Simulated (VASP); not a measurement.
Level of theory: vdW-DF2, VASP's PBE PAW potentials (set 64) (plane waves; VASP).

VASP input:

KPOINTS:
```
Automatic
0
Gamma
9 9 9
0 0 0
```

### POSCAR
```
ZnS
1
    0.0000000000     2.7858062056     2.7858062056
    2.7858062056     0.0000000000     2.7858062056
    2.7858062056     2.7858062056     0.0000000000
Zn S
1 1
Direct
  0.0000000000   0.0000000000   0.0000000000
  0.2500000000   0.2500000000   0.2500000000
```

**INCAR**
```
SYSTEM  =  ZnS
PREC  =  Accurate; ENCUT  =  520; LREAL  =  .False.
LASPH  =  .True.
EDIFF  =  1E-7; NELM  =  100; ALGO  =  Normal
LMAXMIX  =  4
ISMEAR  =  -5
GGA  =  ML; LUSE_VDW  =  .True.; AGGAC  =  0.0
ZAB_VDW  =  -1.8867
ISIF  =  2
LWAVE  =  .False.; LCHARG  =  .True.; LORBIT  =  11
NEDOS  =  601
```

POTCAR, in this order: Zn S (PBE.64 set). Program: vasp_std.

Output of the run:

**OSZICAR**
```
       N       E                     dE             d eps       ncg     rms          rms(c)
DAV:   1     0.949429813762E+02    0.94943E+02   -0.91416E+03   910   0.163E+03
DAV:   2     0.456969591194E+01   -0.90373E+02   -0.86425E+02   960   0.279E+02
DAV:   3    -0.223837746159E+01   -0.68081E+01   -0.67721E+01  1135   0.767E+01
DAV:   4    -0.233395744631E+01   -0.95580E-01   -0.95522E-01  1035   0.957E+00
DAV:   5    -0.233537813158E+01   -0.14207E-02   -0.14207E-02  1105   0.118E+00    0.547E+00
DAV:   6    -0.177480472305E+01    0.56057E+00   -0.13082E+00  1389   0.371E+01    0.422E+00
DAV:   7    -0.176656132560E+01    0.82434E-02   -0.35107E-01   930   0.574E+00    0.276E+00
DAV:   8    -0.176598143007E+01    0.57990E-03   -0.64527E-03  1040   0.799E-01    0.105E+00
DAV:   9    -0.176600343727E+01   -0.22007E-04   -0.16397E-03   965   0.468E-01    0.119E-01
DAV:  10    -0.176603069884E+01   -0.27262E-04   -0.82802E-05  1130   0.866E-02    0.366E-02
DAV:  11    -0.176605156555E+01   -0.20867E-04   -0.39857E-05   930   0.702E-02    0.128E-02
DAV:  12    -0.176605189289E+01   -0.32734E-06   -0.53068E-07  1165   0.647E-03    0.723E-03
DAV:  13    -0.176605172097E+01    0.17192E-06   -0.47339E-08   620   0.292E-03    0.469E-04
DAV:  14    -0.176605172524E+01   -0.42637E-08   -0.54907E-09   495   0.140E-03
   1 F= -.17660517E+01 E0= -.17660517E+01  d E =0.000000E+00
```

**OUTCAR**
```
------------------------ aborting loop because EDIFF is reached ----------------------------------------
  FORCE on cell =-STRESS in cart. coord.  units (eV):
  Direction    XX          YY          ZZ          XY          YZ          ZX
  --------------------------------------------------------------------------------------
  Total        0.0047867      0.0047867      0.0047867      0.0000000      0.0000000     -0.0000000
  in kB        0.1773646      0.1773646      0.1773646      0.0000000      0.0000000     -0.0000000
  external PRESSURE =       0.1773646 kB  Pullay stress =       0.0000000 kB
  volume of cell :       43.24
      direct lattice vectors                 reciprocal lattice vectors
     0.000000000  2.785806206  2.785806206    -0.179481257  0.179481257  0.179481257
     2.785806206  0.000000000  2.785806206     0.179481257 -0.179481257  0.179481257
     2.785806206  2.785806206  0.000000000     0.179481257  0.179481257 -0.179481257
  FREE ENERGIE OF THE ION-ELECTRON SYSTEM (eV)
  ---------------------------------------------------
  free  energy   TOTEN  =        -1.7660517252 eV

  energy  without entropy=       -1.7660517252  energy(sigma->0) =       -1.76605173

 total charge

# of ion       s       p       d       tot
------------------------------------------
    1        0.517   0.404   9.804  10.725
    2        1.340   2.424   0.000   3.764
--------------------------------------------------
tot          1.857   2.828   9.804  14.489
```
(Selected blocks of OUTCAR.)

The compound is ZnS in the zinc blende structure. It was relaxed first, which changed the volume by +9 %.
